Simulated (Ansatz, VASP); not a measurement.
# WC (Qusongite): VASP beside Ansatz

One calculation is typed for both programs; each brings its own data sets. How far apart do they land? The cell is taken from a series of runs on this material, whose earlier steps may have relaxed, scaled, displaced or heated it; both programs get it as it stands.

Calculated with Ansatz 0.2.0; plane waves, with VASP 6.6.1 beside it; zone-centre phonons at PBEsol.

## Step 1: Set-up

The structure is hexagonal, space group P-6m2 (No. 187). The conventional cell has a = 2.899 Å, b = 2.899 Å, c = 2.828 Å, α = 90.00°, β = 90.00°, γ = 120.00°. W has 6 C at 2.19 Å nearest. Nearest to C lie 6 W at 2.19 Å. Farther neighbours are not listed.

As a file:

```xyz
2
Lattice="2.8986 0.0000 0.0000 -1.4493 2.5103 0.0000 0.0000 0.0000 2.8281" Properties=species:S:1:pos:R:3 pbc="T T T"
W     0.0000    0.0000    0.0000
C     1.4493    0.8368    1.4140
```

## Step 2: VASP: zone-centre phonons, PBEsol

Second derivatives magnify differences that forces hide, and they need a tight electronic threshold.

Lines of VASP's logs that name or quote its potential files are left out, and so is its time.

The input, INCAR:

```
SYSTEM = WC
PREC = Accurate
ENCUT = 600
EDIFF = 1E-08
NELM = 120
ISMEAR = 1
SIGMA = 0.2
LREAL = .FALSE.
ALGO = Normal
GGA = PS
NBANDS = 11
LASPH = .TRUE.
LORBIT = 11
LWAVE = .FALSE.
LCHARG = .FALSE.
ISIF = 2
IBRION = 8
GGA_COMPAT = .FALSE.
```

The input, POSCAR:

```
WC
1.0
    2.8985955519      0.0000000000      0.0000000000
   -1.4492977760      2.5102573832      0.0000000000
    0.0000000000      0.0000000000      2.8280967183
W C
1 1
Direct
    0.0000000000      0.0000000000      0.0000000000
    0.6666666667      0.3333333333      0.5000000000
```

The input, KPOINTS:

```
Automatic mesh
0
Gamma
18 18 16
0 0 0
```

Potentials, in the order of the species: W and C (PBE family, release 64).

Run with:

```console
> export OMP_NUM_THREADS=3
> mpirun -np 1 vasp_std
```

Numbers of over 12 decimals in the logs are rounded to 6 here.

Output:

```text
[banner, memory and clock lines left out]
running    1 mpi-ranks, on    1 nodes
 distrk:  each k-point on    1 cores,    1 groups
 distr:  one band on    1 cores,    1 groups
 Offloading initialized ...    1 GPUs detected
 POSCAR found type information on POSCAR W C
 POSCAR found :  2 types and       2 ions
|                                                                             |
|               ----> ADVICE to this user running VASP <----                  |
|                                                                             |
|     You enforced a specific xc type in the INCAR file but a different       |
|     [... a line on the potential file left out ...]
|     I HOPE YOU KNOW WHAT YOU ARE DOING!                                     |
|                                                                             |

 LDA part: xc-table for (Slater+PW92), standard interpolation
 POSCAR, INCAR and KPOINTS ok, starting setup
 FFT: planning ... GRIDC
 FFT: planning ... GRID_SOFT
 FFT: planning ... GRID
 WAVECAR not read
 entering main loop
       N       E                     dE             d eps       ncg     rms          rms(c)
DAV:   1     0.280086782940E+02    0.28009E+02   -0.54728E+03  7326   0.927E+02
DAV:   2    -0.247810705758E+02   -0.52790E+02   -0.50199E+02  8386   0.215E+02
DAV:   3    -0.269423840275E+02   -0.21613E+01   -0.21358E+01  9176   0.363E+01
DAV:   4    -0.269570196861E+02   -0.14636E-01   -0.14630E-01  8078   0.347E+00
DAV:   5    -0.269570808966E+02   -0.61211E-04   -0.61210E-04  8937   0.224E-01    0.350E+01
DAV:   6    -0.241072011770E+02    0.28499E+01   -0.12586E+01  8726   0.218E+01    0.117E+01
DAV:   7    -0.240288686303E+02    0.78333E-01   -0.60963E-01  7533   0.622E+00    0.841E+00
DAV:   8    -0.239874481578E+02    0.41420E-01   -0.10434E-01  8054   0.239E+00    0.200E+00
DAV:   9    -0.239820482515E+02    0.53999E-02   -0.14181E-02  7944   0.765E-01    0.145E-01
DAV:  10    -0.239819686053E+02    0.79646E-04   -0.85856E-04  8579   0.256E-01    0.181E-01
DAV:  11    -0.239819550540E+02    0.13551E-04   -0.91764E-05  8779   0.669E-02    0.102E-02
DAV:  12    -0.239819522159E+02    0.28380E-05   -0.57617E-06  8340   0.159E-02    0.114E-02
DAV:  13    -0.239819522342E+02   -0.18305E-07   -0.43989E-07  8812   0.594E-03    0.706E-04
DAV:  14    -0.239819522177E+02    0.16576E-07   -0.11516E-08  4857   0.914E-04    0.126E-03
DAV:  15    -0.239819522316E+02   -0.13987E-07   -0.29525E-09  3855   0.461E-04    0.283E-04
DAV:  16    -0.239819522312E+02    0.41196E-09   -0.21952E-10  3819   0.138E-04
   1 F= -.23981952E+02 E0= -.23981861E+02  d E =-.272617E-03
 Linear response reoptimize wavefunctions to high precision
DAV:   1    -0.239819522332E+02   -0.19814E-08   -0.24843E-11  4116   0.386E-05
DAV:   2    -0.239819522332E+02   -0.18829E-12   -0.15906E-12  3774   0.150E-05
 Linear response DOF=            4
 Linear response progress:
  Degree of freedom:   1/  4
       N       E                     dE             d eps       ncg     rms          rms(c)
RMM:   1    -0.109447167370E+00   -0.10945E+00   -0.87428E-02 64794   0.192E+00
RMM:   2    -0.106522189198E+00    0.29250E-02   -0.19055E-03 49602   0.352E-01    0.210E-01
RMM:   3    -0.105568259959E+00    0.95393E-03   -0.33059E-04 51776   0.113E-01    0.123E-01
RMM:   4    -0.105130758079E+00    0.43750E-03   -0.52919E-04 51890   0.142E-01    0.193E-02
RMM:   5    -0.105148576580E+00   -0.17819E-04    0.96217E-07 53746   0.166E-02    0.384E-03
RMM:   6    -0.105150787294E+00   -0.22107E-05   -0.15517E-07 53576   0.225E-03    0.136E-03
RMM:   7    -0.105150780000E+00    0.72942E-08    0.55730E-08 53176   0.994E-04    0.112E-04
 first order change of Fermi-energy  -0.62579E-04
 force on displaced ion       1 direction 1 : -16.114   0.002   0.000
 Linear response progress:
  Degree of freedom:   2/  4
       N       E                     dE             d eps       ncg     rms          rms(c)
RMM:   1    -0.114665914879E+00   -0.11467E+00   -0.95158E-02 23816   0.198E+00
RMM:   2    -0.110840077787E+00    0.38258E-02   -0.23026E-03 17445   0.404E-01    0.174E-01
RMM:   3    -0.110193222714E+00    0.64686E-03   -0.22412E-04 18278   0.104E-01    0.966E-02
RMM:   4    -0.110080296659E+00    0.11293E-03   -0.37519E-04 18085   0.129E-01    0.141E-02
RMM:   5    -0.110095207920E+00   -0.14911E-04   -0.26124E-06 19033   0.137E-02    0.460E-03
RMM:   6    -0.110107903672E+00   -0.12696E-04    0.74716E-09 18945   0.209E-03    0.111E-03
RMM:   7    -0.110108757558E+00   -0.85389E-06    0.13623E-09 18629   0.695E-04    0.261E-04
RMM:   8    -0.110108517816E+00    0.23974E-06   -0.24552E-09 19350   0.179E-04    0.738E-05
RMM:   9    -0.110108053617E+00    0.46420E-06    0.19164E-09 19531   0.581E-05    0.519E-06
RMM:  10    -0.110108030281E+00    0.23336E-07    0.18912E-09 19786   0.110E-05    0.180E-06
RMM:  11    -0.110108029225E+00    0.10563E-08   -0.19164E-09 16062   0.309E-06    0.311E-07
 first order change of Fermi-energy  -0.43986E-03
 force on displaced ion       1 direction 3 :  -0.000   0.000 -14.888
 Linear response progress:
  Degree of freedom:   3/  4
       N       E                     dE             d eps       ncg     rms          rms(c)
RMM:   1    -0.117473095652E+00   -0.11747E+00    0.48076E-02 76159   0.205E+00
RMM:   2    -0.115612003528E+00    0.18611E-02   -0.21561E-03 50524   0.437E-01    0.209E-01
RMM:   3    -0.115897408414E+00   -0.28540E-03   -0.42577E-04 47992   0.140E-01    0.112E-01
RMM:   4    -0.116648051869E+00   -0.75064E-03   -0.31472E-04 48014   0.114E-01    0.258E-02
RMM:   5    -0.116606608825E+00    0.41443E-04   -0.45638E-06 52605   0.194E-02    0.141E-03
RMM:   6    -0.116621641719E+00   -0.15033E-04   -0.29518E-07 52645   0.254E-03    0.483E-04
RMM:   7    -0.116618175181E+00    0.34665E-05   -0.15285E-08 53532   0.433E-04    0.863E-05
RMM:   8    -0.116618420228E+00   -0.24505E-06   -0.15608E-08 53692   0.792E-05    0.311E-05
RMM:   9    -0.116618284529E+00    0.13570E-06   -0.20646E-09 55772   0.188E-05    0.294E-06
RMM:  10    -0.116618274104E+00    0.10425E-07   -0.29753E-09 50671   0.355E-06    0.924E-07
RMM:  11    -0.116618270018E+00    0.40856E-08   -0.12058E-09 39126   0.215E-06    0.273E-07
 first order change of Fermi-energy   0.48306E-05
 force on displaced ion       2 direction 1 : -16.117   0.002   0.000
 Linear response progress:
  Degree of freedom:   4/  4
       N       E                     dE             d eps       ncg     rms          rms(c)
RMM:   1    -0.121279983363E+00   -0.12128E+00    0.62454E-02 26830   0.214E+00
RMM:   2    -0.120294277204E+00    0.98571E-03   -0.23110E-03 17910   0.461E-01    0.187E-01
RMM:   3    -0.120443557627E+00   -0.14928E-03   -0.76290E-04 16967   0.180E-01    0.911E-02
RMM:   4    -0.121325072467E+00   -0.88151E-03   -0.55219E-04 17426   0.139E-01    0.216E-02
RMM:   5    -0.121308546109E+00    0.16526E-04   -0.10835E-05 18409   0.231E-02    0.288E-03
RMM:   6    -0.121343919441E+00   -0.35373E-04   -0.87873E-07 17863   0.566E-03    0.457E-04
RMM:   7    -0.121343629228E+00    0.29021E-06   -0.53074E-08 18902   0.937E-04    0.190E-04
RMM:   8    -0.121342485248E+00    0.11440E-05   -0.14745E-08 18852   0.117E-04    0.430E-05
RMM:   9    -0.121342355279E+00    0.12997E-06    0.47693E-10 19188   0.411E-05    0.145E-05
RMM:  10    -0.121342276355E+00    0.78924E-07   -0.71744E-10 19357   0.186E-05    0.917E-07
RMM:  11    -0.121342274728E+00    0.16267E-08   -0.23221E-09 17496   0.324E-06    0.335E-07
 first order change of Fermi-energy   0.26159E-03
 force on displaced ion       2 direction 3 :  -0.000   0.000 -14.884
 Linear response finished
```

Parts of OUTCAR (step 2):

```text
ion  position               nearest neighbor table
   1  0.000  0.000  0.000-   2 2.19   2 2.19   2 2.19   2 2.19   2 2.19   2 2.19
   2  0.667  0.333  0.500-   1 2.19   1 2.19   1 2.19   1 2.19   1 2.19   1 2.19

  LATTYP: Found a hexagonal cell.
 ALAT       =     2.8985955519
 C/A-ratio  =     0.9756782786

 Subroutine GETGRP returns: Found 12 space group operations
 (whereof 12 operations were pure point group operations)

The static configuration has the point symmetry D_3h.

 Found    333 irreducible k-points:

   k-points           NKPTS =    333   k-points in BZ     NKDIM =    333   number of bands    NBANDS=     11

   dimension x,y,z NGX =    24 NGY =   24 NGZ =   24
   dimension x,y,z NGXF=    48 NGYF=   48 NGZF=   48

   ENCUT  =  600.0 eV  44.10 Ry    6.64 a.u.   5.79  5.79  5.65*2*pi/ulx,y,z

   NELECT =      10.0000    total number of electrons

 k-points in reciprocal lattice and weights: Automatic mesh
   0.00000000  0.00000000  0.00000000       0.000
   0.05555556  0.00000000  0.00000000       0.001
   0.11111111  0.00000000  0.00000000       0.001
   0.16666667  0.00000000  0.00000000       0.001
   0.22222222  0.00000000  0.00000000       0.001
   0.27777778  0.00000000  0.00000000       0.001
   0.33333333  0.00000000  0.00000000       0.001
   0.38888889  0.00000000  0.00000000       0.001
   0.44444444  0.00000000  0.00000000       0.001
[...]
0.33333333  0.27777778  0.50000000       0.002
   0.33333333  0.33333333  0.50000000       0.000

 average (electrostatic) potential at core
       1 -36.9424       2 -46.2021

  Total       -0.0857911     -0.0857911     -0.0358423      0.0000000     -0.0000000      0.0000000
  in kB       -6.6796305     -6.6796305     -2.7906564      0.0000000     -0.0000000      0.0000000
  external PRESSURE =      -5.3833058 kB  Pullay stress =       0.0000000 kB

  energy-cutoff  :      600.00
  volume of cell :       20.58
      direct lattice vectors                 reciprocal lattice vectors
     2.898595552  0.000000000  0.000000000     0.344994665  0.199182762 -0.000000000
    -1.449297776  2.510257383  0.000000000     0.000000000  0.398365525  0.000000000
     0.000000000  0.000000000  2.828096718     0.000000000 -0.000000000  0.353594696

 POSITION                                       TOTAL-FORCE (eV/Angst)
 -----------------------------------------------------------------------------------
      0.00000      0.00000      0.00000        -0.000000      0.000000      0.000000
      1.44930      0.83675      1.41405         0.000000      0.000000      0.000000
 -----------------------------------------------------------------------------------
    total drift:                               -0.000000      0.000000      0.000000

 Eigenvectors and eigenvalues of the dynamical matrix
 ----------------------------------------------------

   1 f  =   18.691544 THz   117.442435 2PiTHz  623.482798 cm-1    77.301980 meV
             X         Y         Z           dx          dy          dz
      0.000000  0.000000  0.000000     0.224430   -0.104619   -0.000000
      1.449298  0.836752  1.414048    -0.878136    0.409346   -0.000000

   2 f  =   18.691544 THz   117.442435 2PiTHz  623.482798 cm-1    77.301980 meV
             X         Y         Z           dx          dy          dz
      0.000000  0.000000  0.000000     0.104619    0.224430    0.000000
      1.449298  0.836752  1.414048    -0.409346   -0.878136    0.000000

   3 f  =   17.962597 THz   112.862327 2PiTHz  599.167752 cm-1    74.287300 meV
             X         Y         Z           dx          dy          dz
      0.000000  0.000000  0.000000     0.000000    0.000000   -0.247670
      1.449298  0.836752  1.414048    -0.000000    0.000000    0.968844

   4 f/i=    0.000392 THz     0.002464 2PiTHz    0.013081 cm-1     0.001622 meV
             X         Y         Z           dx          dy          dz
      0.000000  0.000000  0.000000    -0.967386    0.053396   -0.000000
      1.449298  0.836752  1.414048    -0.247240    0.013647   -0.000000

   5 f/i=    0.000392 THz     0.002464 2PiTHz    0.013081 cm-1     0.001622 meV
             X         Y         Z           dx          dy          dz
      0.000000  0.000000  0.000000     0.053396    0.967386   -0.000000
      1.449298  0.836752  1.414048     0.013647    0.247240   -0.000000

   6 f/i=    0.000613 THz     0.003851 2PiTHz    0.020445 cm-1     0.002535 meV
             X         Y         Z           dx          dy          dz
      0.000000  0.000000  0.000000     0.000000    0.000000    0.968844
      1.449298  0.836752  1.414048     0.000000    0.000000    0.247670

 ELASTIC MODULI CONTR FROM IONIC RELAXATION (kBar)
 Direction    XX          YY          ZZ          XY          YZ          ZX
 --------------------------------------------------------------------------------
 XX        -168.6799    168.6799     -0.0000      0.0000      0.0000      0.0000
 YY         168.6799   -168.6799      0.0000      0.0000      0.0000     -0.0000
 ZZ          -0.0000      0.0000     -0.0000      0.0000      0.0000      0.0000
 XY           0.0000      0.0000      0.0000   -168.6799      0.0000     -0.0000
 YZ           0.0000      0.0000      0.0000      0.0000      0.0000      0.0000
 ZX           0.0000     -0.0000      0.0000     -0.0000      0.0000     -0.0000
 --------------------------------------------------------------------------------
```

Energies printed during the response cycles are not total energies of the cell. The data set W keeps the semicore shell frozen, which is cheaper and a little less accurate.

(Part 1 of 2 ends here.)

[Lines on the potential files, build, host, timing and source positions are cut from VASP's logs without a mark.]

[Logs are printed without paths, hosts, clocks, repeated set-up lines and the standing remarks that a program may print on its own settings, such as how far it seeks lower states.]

[Hosts, paths, dates, database ids (printed as entryN), source tags and the programs' standing remarks are cut or masked in the printed files.]
